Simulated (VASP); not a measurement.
Data:

```xyz
1
Lattice="-1.2507 1.2507 1.2507 1.2507 -1.2507 1.2507 1.2507 1.2507 -1.2507" Properties=species:S:1:pos:R:3 pbc="T T T"
Be     0.0000     0.0000     0.0000
```

Level of theory: r2SCAN meta-GGA, VASP's PBE PAW potentials (set 64) (plane waves; VASP). Run with 400 eV cut-off, 23×23×23 Γ-centred mesh, tetrahedra with Blöchl corrections, potentials Be.

Q: Estimate the energy per atom (σ→0), band gap (over mesh and band path) with the smallest direct gap where there is one.

A: 
```yaml
band gap (over mesh and band path): none (metal, semimetal or under 0.01 eV)
energy per atom (σ→0): -409.3 kJ/mol-atom
```

Only differences to runs with the same potentials and settings are physical.

The structure was generated: Be was put into the bcc type (Im-3m), which need not be its known phase. It was relaxed first.
